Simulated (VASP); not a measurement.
Output of a VASP run:

### OSZICAR
```
...
DAV:  13    -0.367133854214E+02    0.77721E-03   -0.14289E-03  1184   0.378E-01    0.137E-01
DAV:  14    -0.367128588990E+02    0.52652E-03   -0.29113E-03   920   0.564E-01    0.528E-02
DAV:  15    -0.367145461560E+02   -0.16873E-02   -0.15022E-03   896   0.351E-01    0.547E-02
DAV:  16    -0.367144960661E+02    0.50090E-04   -0.54529E-05  1292   0.738E-02    0.471E-02
DAV:  17    -0.367145413948E+02   -0.45329E-04   -0.23794E-05  1016   0.439E-02    0.393E-02
DAV:  18    -0.367145757235E+02   -0.34329E-04   -0.29337E-05   920   0.533E-02    0.156E-02
DAV:  19    -0.367145828974E+02   -0.71739E-05   -0.46671E-06  1080   0.175E-02    0.205E-02
DAV:  20    -0.367145815704E+02    0.13269E-05   -0.15457E-06   852   0.136E-02    0.640E-03
DAV:  21    -0.367145820483E+02   -0.47783E-06   -0.68714E-07   592   0.890E-03
   1 F= -.36714582E+02 E0= -.36713778E+02  d E =-.367146E+02
       N       E                     dE             d eps       ncg     rms          rms(c)
DAV:   1    -0.563516784010E+02   -0.19637E+02   -0.42503E+02   864   0.172E+02    0.372E+01
DAV:   2    -0.411043100111E+02    0.15247E+02   -0.20947E+01   872   0.445E+01    0.122E+01
DAV:   3    -0.375386941217E+02    0.35656E+01   -0.14520E+01  1244   0.278E+01    0.670E+00
DAV:   4    -0.377290216416E+02   -0.19033E+00   -0.64794E-01  1108   0.843E+00    0.462E+00
DAV:   5    -0.379536720703E+02   -0.22465E+00   -0.12460E+00  1156   0.664E+00    0.159E+00
DAV:   6    -0.379165288660E+02    0.37143E-01   -0.28728E-01  1032   0.528E+00    0.106E+00
DAV:   7    -0.379452817892E+02   -0.28753E-01   -0.12903E-01  1096   0.288E+00    0.560E-01
DAV:   8    -0.379481523140E+02   -0.28705E-02   -0.45875E-02  1012   0.214E+00    0.107E-01
DAV:   9    -0.379484535273E+02   -0.30121E-03   -0.16106E-03  1024   0.399E-01    0.438E-02
DAV:  10    -0.379482217345E+02    0.23179E-03   -0.46515E-04  1200   0.208E-01    0.180E-02
DAV:  11    -0.379482604623E+02   -0.38728E-04   -0.27971E-05  1096   0.521E-02    0.123E-02
DAV:  12    -0.379483076955E+02   -0.47233E-04   -0.75895E-05   936   0.800E-02    0.121E-02
DAV:  13    -0.379483107361E+02   -0.30407E-05   -0.31043E-06  1012   0.150E-02    0.806E-03
DAV:  14    -0.379483100070E+02    0.72910E-06   -0.55150E-07   512   0.842E-03
   2 F= -.37948310E+02 E0= -.37947319E+02  d E =-.123373E+01
       N       E                     dE             d eps       ncg     rms          rms(c)
DAV:   1    -0.382442552689E+02   -0.29594E+00   -0.66054E+00   900   0.216E+01    0.388E+00
DAV:   2    -0.380685309355E+02    0.17572E+00   -0.82859E-01  1092   0.743E+00    0.211E+00
DAV:   3    -0.379993143865E+02    0.69217E-01   -0.51918E-01  1232   0.468E+00    0.216E+00
DAV:   4    -0.379899819284E+02    0.93325E-02   -0.29056E-02  1056   0.132E+00    0.164E+00
DAV:   5    -0.379795460457E+02    0.10436E-01   -0.43699E-02  1068   0.191E+00    0.925E-01
DAV:   6    -0.379962402375E+02   -0.16694E-01   -0.27758E-02   932   0.185E+00    0.303E-01
DAV:   7    -0.379970130978E+02   -0.77286E-03   -0.12366E-03  1028   0.381E-01    0.812E-02
DAV:   8    -0.379969430344E+02    0.70063E-04   -0.97423E-04   996   0.274E-01    0.531E-02
DAV:   9    -0.379970135154E+02   -0.70481E-04   -0.17433E-04   976   0.138E-01    0.364E-02
DAV:  10    -0.379970137807E+02   -0.26535E-06   -0.22866E-05   996   0.535E-02    0.453E-03
DAV:  11    -0.379970119584E+02    0.18223E-05   -0.52723E-06  1232   0.191E-02    0.275E-03
DAV:  12    -0.379970120990E+02   -0.14058E-06   -0.18563E-07   484   0.409E-03
   3 F= -.37997012E+02 E0= -.37996200E+02  d E =-.128243E+01
```

File OUTCAR:
```
------------------------ aborting loop because EDIFF is reached ----------------------------------------
  FORCE on cell =-STRESS in cart. coord.  units (eV):
  Direction    XX          YY          ZZ          XY          YZ          ZX
  --------------------------------------------------------------------------------------
  Total        0.0172655      0.0172655      0.0172655      0.0000000     -0.0000000      0.0000000
  in kB        0.6202372      0.6202372      0.6202372      0.0000000     -0.0000000      0.0000000
  external PRESSURE =       0.6202372 kB  Pullay stress =       0.0000000 kB
  volume of cell :       44.60
      direct lattice vectors                 reciprocal lattice vectors
     3.546318290 -0.000000000 -0.000000000     0.281982585 -0.000000000 -0.000000000
     0.000000000  3.546318290 -0.000000000     0.000000000  0.281982585 -0.000000000
     0.000000000  0.000000000  3.546318290     0.000000000  0.000000000  0.281982585
 POSITION                                       TOTAL-FORCE (eV/Angst)
 -----------------------------------------------------------------------------------
      0.00000      0.00000      0.00000        -0.000000      0.000000      0.000000
      1.77316      1.77316      1.77316         0.000000     -0.000000      0.000000
 -----------------------------------------------------------------------------------
    total drift:                                0.000000      0.000000      0.000000
  FREE ENERGIE OF THE ION-ELECTRON SYSTEM (eV)
  ---------------------------------------------------
  free  energy   TOTEN  =       -37.9970120990 eV

  energy  without entropy=      -37.9945752868  energy(sigma->0) =      -37.99619983

 reached required accuracy - stopping structural energy minimisation
```
(Selected blocks of OUTCAR.)

### POSCAR
```
YSe
1
    4.0300000000     0.0000000000     0.0000000000
    0.0000000000     4.0300000000     0.0000000000
    0.0000000000     0.0000000000     4.0300000000
Y Se
1 1
Direct
  0.0000000000   0.0000000000   0.0000000000
  0.5000000000   0.5000000000   0.5000000000
```

Problem. Write an INCAR and KPOINTS that could have produced this output.

Solution. This is not unique; one that fits is the input of the run itself, r2SCAN meta-GGA, plane waves, VASP's PBE PAW potentials (set 64).

### INCAR
```
SYSTEM = YSe
PREC = Accurate; ENCUT = 400; LREAL = .FALSE.
LASPH = .TRUE.
EDIFF = 1E-6; NELM = 100; ALGO = Normal
LMAXMIX = 4; LMIXTAU = .TRUE.
ISMEAR = 1; SIGMA = 0.1
METAGGA = R2SCAN
IBRION = 2; NSW = 60; ISIF = 3
EDIFFG = -0.01
LWAVE = .FALSE.; LCHARG = .FALSE.
```

KPOINTS:
```
Automatic mesh
0
Gamma
8 8 8
0 0 0
```

POTCAR, in this order: Y_sv Se (PBE.64 set). Program: vasp_std.

Energy and stress use the plane-wave basis of the starting cell.

The structure was generated: YSe was put into the CsCl type type (Pm-3m), which need not be its known phase. This run relaxes it. Symmetry was kept, so distortions that lower it aren't found. The electron count is odd and the run is not spin-polarised, which forces a metal.
